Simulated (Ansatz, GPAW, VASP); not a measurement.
## Code comparison for K₂SnHgTe₄ (I-42m, 8 atoms in the cell)

Self-consistent single point.

```
CELL_PARAMETERS angstrom
     -4.39353     4.39353     3.73584
      4.39353    -4.39353     3.73584
      4.39353     4.39353    -3.73584
ATOMIC_POSITIONS crystal
  K  0.50000 0.00000 0.50000
  K  0.00000 0.50000 0.50000
  Sn 0.00000 0.00000 0.00000
  Hg 0.50000 0.50000 0.00000
  Te 0.58681 0.93755 0.00000
  Te 0.06245 0.06245 0.64926
  Te 0.93755 0.58681 0.00000
  Te 0.41319 0.41319 0.35074
```

Shared settings, as Ansatz (a program for electronic structure) writes them: kpoints.mp_grid.grid = 3 3 3; scf.occupations.method = fixed. Potentials and cutoffs stand in the table.

```
code                                                    model  pressure (GPa)  largest force (eV/Å)  gap on the mesh (eV)  cutoff
------  -----------------------------------------------------  --------------  --------------------  --------------------  ------
GPAW    PBEsol, GPAW PAW datasets PBEsol (made by gpaw-setup)           -1.84                 0.240                 1.052  550 eV
VASP               PBEsol, VASP's PBE PAW potentials (set 64)           -1.81                 0.194                 1.037  300 eV
Ansatz                PBEsol, default PAW files made with PBE           -1.74                 0.214                 1.043  420 eV
```

Gaps are read on the mesh.

On Ansatz's run: spin-orbit coupling is off.

The spread over the programs that give each value: pressure within 0.10 GPa; largest force within 0.046 eV/Å; gap on the mesh within 0.015 eV.

Ansatz's pressure is given at a fixed set of plane waves, as the other plane-wave codes print theirs.

VASP's run is marked for a possible Pulay error in its stress at this cutoff; no cutoff test was made.

VASP ran the fixed occupations as a Gaussian smearing of 0.01 eV.

The starting cell comes from a database of computed structures (which also holds hypothetical and non-ambient phases and stackings), without a prior relaxation at this level.

Left out of this page: CP2K and SIESTA (not drawn, or without a comparable value).

Keys are those of Ansatz 0.2.
